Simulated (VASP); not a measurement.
OSZICAR of a VASP run on AlN (space group P6_3mc):

**OSZICAR**
```
       N       E                     dE             d eps       ncg     rms          rms(c)
DAV:   1     0.164358569244E+03    0.16436E+03   -0.18906E+04  2364   0.110E+03
DAV:   2    -0.907969265622E+02   -0.25516E+03   -0.24455E+03  3197   0.238E+02
DAV:   3    -0.105961656935E+03   -0.15165E+02   -0.15083E+02  2881   0.654E+01
DAV:   4    -0.106142891158E+03   -0.18123E+00   -0.18100E+00  2853   0.795E+00
DAV:   5    -0.106146344428E+03   -0.34533E-02   -0.34526E-02  2867   0.107E+00    0.195E+01
DAV:   6    -0.937364197363E+02    0.12410E+02   -0.55796E+01  2699   0.327E+01    0.744E+00
DAV:   7    -0.936518384503E+02    0.84581E-01   -0.12406E+00  2848   0.575E+00    0.499E+00
DAV:   8    -0.935453436878E+02    0.10649E+00   -0.13593E-01  2818   0.259E+00    0.559E-01
DAV:   9    -0.935402170205E+02    0.51267E-02   -0.18981E-02  2874   0.628E-01    0.375E-01
DAV:  10    -0.935411014813E+02   -0.88446E-03   -0.57442E-03  2867   0.383E-01    0.243E-01
DAV:  11    -0.935407461916E+02    0.35529E-03   -0.11277E-03  2860   0.194E-01    0.818E-02
DAV:  12    -0.935407386104E+02    0.75812E-05   -0.25702E-04  2877   0.897E-02    0.400E-02
DAV:  13    -0.935407362156E+02    0.23948E-05   -0.14662E-05  2853   0.256E-02    0.189E-02
DAV:  14    -0.935407341049E+02    0.21107E-05   -0.27421E-06  2475   0.136E-02    0.529E-03
DAV:  15    -0.935407337996E+02    0.30526E-06   -0.40776E-06  2715   0.110E-02
   1 F= -.93540734E+02 E0= -.93541358E+02  d E =0.187371E-02
```

Q: Which electronic solver shows in the log?

A: It is blocked Davidson (ALGO = Normal, or the opening steps of other solvers). The INCAR had ALGO = Normal.

Q: Can the final energy be trusted as converged?

A: The calculation finished and met its thresholds. It stopped with EDIFF = 1E-6, NELM = 100 (PBEsol GGA, plane waves, VASP's PBE PAW potentials (set 64)).

The structure was generated: AlN was put into an ordered model structure, which need not be its known phase. The cell was not relaxed at this level.
